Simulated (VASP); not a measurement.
Level of theory: r2SCAN meta-GGA, VASP's PBE PAW potentials (set 64) (plane waves; VASP).

VASP ran on this input.

### POSCAR
```
BN
1
    1.2510513020    -2.1668848061     0.0000000000
    1.2510513020     2.1668848061     0.0000000000
    0.0000000000     0.0000000000     6.7168032252
B N
2 2
Direct
  0.3333330000   0.6666670000   0.2500000000
  0.6666670000   0.3333330000   0.7500000000
  0.6666670000   0.3333330000   0.2500000000
  0.3333330000   0.6666670000   0.7500000000
```

### KPOINTS
```
Automatic mesh
0
gamma
 13 13 4
```

**INCAR**
```
ALGO  =  Normal
CSHIFT  =  0.1
EDIFF  =  1E-7
ENCUT  =  520
ISMEAR  =  0
LASPH  =  .TRUE.
LCHARG  =  .FALSE.
LMIXTAU  =  .TRUE.
LOPTICS  =  .TRUE.
LPEAD  =  .TRUE.
LREAL  =  .FALSE.
LWAVE  =  .FALSE.
METAGGA  =  R2SCAN
NBANDS  =  36
NEDOS  =  1001
NELM  =  100
PREC  =  Accurate
SIGMA  =  0.01
SYSTEM  =  BN
```

POTCAR, in this order: B N (PBE.64 set). Program: vasp_std.

Output

File OUTCAR:
```
 ion  position               nearest neighbor table
   1  0.333  0.667  0.250-   3 1.44   3 1.44   3 1.44
   2  0.667  0.333  0.750-   4 1.44   4 1.44   4 1.44
   3  0.667  0.333  0.250-   1 1.44   1 1.44   1 1.44
   4  0.333  0.667  0.750-   2 1.44   2 1.44   2 1.44
  LATTYP: Found a hexagonal cell.
 ALAT       =     2.5021029402
 C/A-ratio  =     2.6844631839
 Subroutine PRICEL returns:
 Original cell was already a primitive cell.
 Subroutine GETGRP returns: Found 24 space group operations
The static configuration has the point symmetry D_3d.
 The point group associated with its full space group is D_6h.
The dynamic configuration has the point symmetry D_3d.
 Subroutine INISYM returns: Found 24 space group operations
 Subroutine IBZKPT returns following result:
 Found     63 irreducible k-points:

 Following reciprocal coordinates:
            Coordinates               Weight
  0.000000  0.000000  0.000000      1.000000
  0.076923 -0.000000  0.000000      6.000000
  0.153846  0.000000  0.000000      6.000000
  0.230769  0.000000  0.000000      6.000000
  0.307692  0.000000  0.000000      6.000000
  0.384615  0.000000  0.000000      6.000000
  0.461538  0.000000  0.000000      6.000000
  0.076923  0.076923  0.000000      6.000000
  0.153846  0.076923  0.000000     12.000000
  0.230769  0.076923  0.000000     12.000000
  0.307692  0.076923  0.000000     12.000000
  0.384615  0.076923  0.000000     12.000000
  0.461538  0.076923  0.000000      6.000000
  0.153846  0.153846  0.000000      6.000000
  0.230769  0.153846  0.000000     12.000000
  0.307692  0.153846  0.000000     12.000000
  0.384615  0.153846  0.000000     12.000000
  0.230769  0.230769  0.000000      6.000000
  0.307692  0.230769  0.000000     12.000000
  0.384615  0.230769  0.000000      6.000000
...
```

File OSZICAR:
```
       N       E                     dE             d eps       ncg     rms          rms(c)
DAV:   1     0.462637703048E+02    0.46264E+02   -0.65842E+03  4552   0.421E+02
DAV:   2    -0.442764380936E+02   -0.90540E+02   -0.85542E+02  5504   0.145E+02
DAV:   3    -0.466874029362E+02   -0.24110E+01   -0.23875E+01  5496   0.199E+01
DAV:   4    -0.466948718111E+02   -0.74689E-02   -0.74682E-02  5176   0.115E+00
DAV:   5    -0.466948916861E+02   -0.19875E-04   -0.19875E-04  5280   0.546E-02    0.110E+01
DAV:   6    -0.404557914187E+02    0.62391E+01   -0.10237E+00  5160   0.696E+00    0.580E+00
DAV:   7    -0.380951841604E+02    0.23606E+01   -0.61581E-01  5052   0.345E+00    0.291E+00
DAV:   8    -0.402456497456E+02   -0.21505E+01   -0.39124E-01  4860   0.366E+00    0.195E+00
DAV:   9    -0.388233787764E+02    0.14223E+01   -0.22321E-01  4596   0.272E+00    0.277E-01
DAV:  10    -0.385608977827E+02    0.26248E+00   -0.36704E-02  4632   0.112E+00    0.213E-01
DAV:  11    -0.385337519033E+02    0.27146E-01   -0.49424E-03  5016   0.348E-01    0.187E-01
DAV:  12    -0.384549064720E+02    0.78845E-01   -0.20648E-02  4756   0.649E-01    0.160E-01
DAV:  13    -0.385855760309E+02   -0.13067E+00   -0.17587E-02  4632   0.592E-01    0.731E-02
DAV:  14    -0.385937144509E+02   -0.81384E-02   -0.14705E-03  5220   0.183E-01    0.390E-02
DAV:  15    -0.385945659129E+02   -0.85146E-03   -0.30635E-04  4940   0.845E-02    0.112E-02
DAV:  16    -0.385946085879E+02   -0.42675E-04   -0.83803E-06  5212   0.113E-02    0.513E-03
DAV:  17    -0.385946051940E+02    0.33938E-05   -0.31823E-06  4856   0.945E-03    0.222E-03
DAV:  18    -0.385946307533E+02   -0.25559E-04   -0.13407E-06  4840   0.621E-03    0.131E-03
DAV:  19    -0.385946285063E+02    0.22470E-05   -0.10974E-07  4920   0.165E-03    0.858E-04
DAV:  20    -0.385946313235E+02   -0.28173E-05   -0.82558E-08  4828   0.165E-03    0.409E-04
DAV:  21    -0.385946304883E+02    0.83522E-06   -0.10920E-08  4404   0.632E-04    0.244E-04
DAV:  22    -0.385946307811E+02   -0.29278E-06   -0.20136E-09  2732   0.202E-04    0.222E-04
DAV:  23    -0.385946306412E+02    0.13994E-06   -0.30209E-09  4116   0.260E-04    0.206E-04
DAV:  24    -0.385946306952E+02   -0.54042E-07   -0.42374E-10  2528   0.118E-04
   1 F= -.38594631E+02 E0= -.38594631E+02  d E =-.170827E-49
 imaginary and real dielectric function
```

**OUTCAR**
```
------------------------ aborting loop because EDIFF is reached ----------------------------------------
  FORCE on cell =-STRESS in cart. coord.  units (eV):
  Direction    XX          YY          ZZ          XY          YZ          ZX
  --------------------------------------------------------------------------------------
  Total        0.0476434      0.0476434      0.0737139      0.0000000      0.0000000      0.0000000
  in kB        2.0960882      2.0960889      3.2430692      0.0000000      0.0000000      0.0000000
  external PRESSURE =       2.4784154 kB  Pullay stress =       0.0000000 kB
  volume of cell :       36.42
      direct lattice vectors                 reciprocal lattice vectors
     1.251051302 -2.166884806  0.000000000     0.399663866 -0.230745999  0.000000000
     1.251051302  2.166884806  0.000000000     0.399663866  0.230745999  0.000000000
     0.000000000  0.000000000  6.716803225     0.000000000  0.000000000  0.148880348
  FREE ENERGIE OF THE ION-ELECTRON SYSTEM (eV)
  ---------------------------------------------------
  free  energy   TOTEN  =       -38.5946306952 eV

  energy  without entropy=      -38.5946306952  energy(sigma->0) =      -38.59463070

 plasma frequency squared (from intraband transitions) (eV^2)
  --------------------------------------------------------------------------------------
       0.000       0.000       0.000
       0.000       0.000       0.000
       0.000       0.000       0.000

 plasma frequency squared (from interband transitions, int dw w eps(2)(w)) (eV^2)
  --------------------------------------------------------------------------------------
     541.125       0.000       0.000       0.000      -0.000       0.000
      -0.000      -0.000     541.125       0.000      -0.000      -0.000
      -0.000      -0.000      -0.000       0.000     502.075       0.000
```
(Selected blocks of OUTCAR.)

The compound is BN in the hex structure. It was relaxed first.
